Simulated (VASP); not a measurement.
All values below come from PBE GGA, VASP's PBE PAW potentials (set 64) (plane waves; VASP 6.6.1).

VASP ran on this input.

### INCAR
```
SYSTEM = Sb2Se3
PREC = Accurate
ENCUT = 600
EDIFF = 1E-6
NELM = 100
ALGO = Normal
LREAL = Auto
LASPH = .TRUE.
ISMEAR = 0
SIGMA = 0.01
GGA = PE
LMAXMIX = 4
LWAVE = .FALSE.
LCHARG = .FALSE.
ISIF = 2
```

File POSCAR:
```
Sb2Se3
12.648870
  1.0000000000   0.0000000000   0.0000000000
  0.0000000000   0.3236965832   0.0000000000
  0.0000000000   0.0000000000   0.9475459863
Sb Se
8 12
direct
  0.1403200000   0.7500000000   0.0380900000
  0.8596800000   0.2500000000   0.9619100000
  0.3596800000   0.2500000000   0.5380900000
  0.6403200000   0.7500000000   0.4619100000
  0.0338100000   0.2500000000   0.3295900000
  0.9661900000   0.7500000000   0.6704100000
  0.4661900000   0.7500000000   0.8295900000
  0.5338100000   0.2500000000   0.1704100000
  0.9483500000   0.7500000000   0.1275300000
  0.0516500000   0.2500000000   0.8724700000
  0.5516500000   0.2500000000   0.6275300000
  0.4483500000   0.7500000000   0.3724700000
  0.2053300000   0.2500000000   0.1921000000
  0.7946700000   0.7500000000   0.8079000000
  0.2946700000   0.7500000000   0.6921000000
  0.7053300000   0.2500000000   0.3079000000
  0.6273500000   0.7500000000   0.0541000000
  0.3726500000   0.2500000000   0.9459000000
  0.8726500000   0.2500000000   0.5541000000
  0.1273500000   0.7500000000   0.4459000000
```

File KPOINTS:
```
Automatic mesh
0
Gamma
1 3 1
0 0 0
```

POTCAR, in this order: Sb Se (PBE.64 set). Program: vasp_std.

Output of the run:

File OSZICAR:
```
       N       E                     dE             d eps       ncg     rms          rms(c)
DAV:   1     0.754030699518E+03    0.75403E+03   -0.44395E+04   268   0.153E+03
DAV:   2     0.128194818706E+02   -0.74121E+03   -0.71903E+03   325   0.224E+02
DAV:   3    -0.794796480942E+02   -0.92299E+02   -0.90405E+02   325   0.858E+01
DAV:   4    -0.827332789295E+02   -0.32536E+01   -0.32004E+01   320   0.164E+01
DAV:   5    -0.828969433910E+02   -0.16366E+00   -0.16326E+00   368   0.323E+00    0.112E+01
DAV:   6    -0.801756866256E+02    0.27213E+01   -0.85780E+00   344   0.662E+00    0.747E+00
DAV:   7    -0.802012310197E+02   -0.25544E-01   -0.14148E+00   320   0.297E+00    0.272E+00
DAV:   8    -0.801993807829E+02    0.18502E-02   -0.83299E-02   344   0.906E-01    0.104E+00
DAV:   9    -0.802029751557E+02   -0.35944E-02   -0.16221E-02   368   0.474E-01    0.202E-01
DAV:  10    -0.802035803547E+02   -0.60520E-03   -0.27100E-03   312   0.172E-01    0.112E-01
DAV:  11    -0.802040132378E+02   -0.43288E-03   -0.74339E-04   360   0.787E-02    0.551E-02
DAV:  12    -0.802041924324E+02   -0.17919E-03   -0.19916E-04   328   0.492E-02    0.166E-02
DAV:  13    -0.802042408699E+02   -0.48438E-04   -0.73840E-05   312   0.270E-02    0.992E-03
DAV:  14    -0.802042477462E+02   -0.68763E-05   -0.73081E-06   304   0.863E-03    0.349E-03
DAV:  15    -0.802042498844E+02   -0.21381E-05   -0.31435E-06   272   0.522E-03    0.152E-03
DAV:  16    -0.802042503186E+02   -0.43421E-06   -0.24390E-07   200   0.169E-03
   1 F= -.80204250E+02 E0= -.80204250E+02  d E =-.532904E-14
```

### OUTCAR
```
------------------------ aborting loop because EDIFF is reached ----------------------------------------
  FORCE on cell =-STRESS in cart. coord.  units (eV):
  Direction    XX          YY          ZZ          XY          YZ          ZX
  --------------------------------------------------------------------------------------
  Total       -7.0280610     -7.0393627    -11.3375798      0.0000000      0.0000000      0.0000000
  in kB      -18.1406358    -18.1698076    -29.2642461      0.0000000      0.0000000      0.0000000
  external PRESSURE =     -21.8582298 kB  Pullay stress =       0.0000000 kB
  volume of cell :      620.72
      direct lattice vectors                 reciprocal lattice vectors
    12.648870000  0.000000000  0.000000000     0.079058446  0.000000000  0.000000000
     0.000000000  4.094396000  0.000000000     0.000000000  0.244236268  0.000000000
     0.000000000  0.000000000 11.985386000     0.000000000  0.000000000  0.083434943
 POSITION                                       TOTAL-FORCE (eV/Angst)
 -----------------------------------------------------------------------------------
      1.77489      3.07080      0.45652        -0.239621     -0.000000      0.272721
     10.87398      1.02360     11.52886         0.239621      0.000000     -0.272721
      4.54955      1.02360      6.44922         0.239621     -0.000000      0.272721
      8.09932      3.07080      5.53617        -0.239621      0.000000     -0.272721
      0.42766      1.02360      3.95026         0.431342      0.000000      0.083271
     12.22121      3.07080      8.03512        -0.431342      0.000000     -0.083271
      5.89678      3.07080      9.94296        -0.431342      0.000000      0.083271
      6.75209      1.02360      2.04243         0.431342      0.000000     -0.083271
     11.99556      3.07080      1.52850         0.146312     -0.000000     -0.093719
      0.65331      1.02360     10.45689        -0.146312      0.000000      0.093719
      6.97775      1.02360      7.52119        -0.146312     -0.000000     -0.093719
      5.67112      3.07080      4.46420         0.146312      0.000000      0.093719
      2.59719      1.02360      2.30239        -0.302343     -0.000000     -0.225622
     10.05168      3.07080      9.68299         0.302343      0.000000      0.225622
      3.72724      3.07080      8.29509         0.302343     -0.000000     -0.225622
      8.92163      1.02360      3.69030        -0.302343      0.000000      0.225622
      7.93527      3.07080      0.64841        -0.150145     -0.000000      0.167976
      4.71360      1.02360     11.33698         0.150145      0.000000     -0.167976
     11.03804      1.02360      6.64110         0.150145      0.000000      0.167976
      1.61083      3.07080      5.34428        -0.150145     -0.000000     -0.167976
 -----------------------------------------------------------------------------------
    total drift:                                0.000000      0.000000     -0.000000
  FREE ENERGIE OF THE ION-ELECTRON SYSTEM (eV)
  ---------------------------------------------------
  free  energy   TOTEN  =       -80.2042503186 eV

  energy  without entropy=      -80.2042503186  energy(sigma->0) =      -80.20425032
```
(Selected blocks of OUTCAR.)

The structure comes from a computed database's Sb2Se3 entry; how it stands against other phases isn't given here. The cell was not relaxed at this level. The k-mesh is coarse (spacing up to 0.52 per Å, 2π included), so the numbers may not be converged in it. The run is one of a series of settings (ENCUT = 600 against the base run), some of them coarse on purpose.
